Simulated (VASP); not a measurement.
Energy against volume of NaF (rock salt). Level of theory: revTPSS meta-GGA, VASP's PBE PAW potentials (set 64) (plane waves; VASP). Settings: 520 eV cut-off, 10×10×10 Γ-centred mesh, Gaussian smearing of 0.050 eV, potentials Na_pv F.

```tsv
V (Å³/atom)	E (eV/atom)
12.152	-5.81034
12.528	-5.81412
12.904	-5.81460
13.280	-5.81209
```

Task: Fit these four points and predict the energy of the run at 11.776 Å³/atom.

Result: A cubic in V^(−2/3), the third-order Birch-Murnaghan form, passes through the four points with V0 = 12.77 Å³/atom and B0 = 45 GPa, and gives -5.8029 eV/atom there. The run gave -5.8024 eV/atom, +0.5 meV/atom from the fit; all five points give B0 = 44 GPa.

The compound is NaF in the rock salt structure. It was relaxed first.
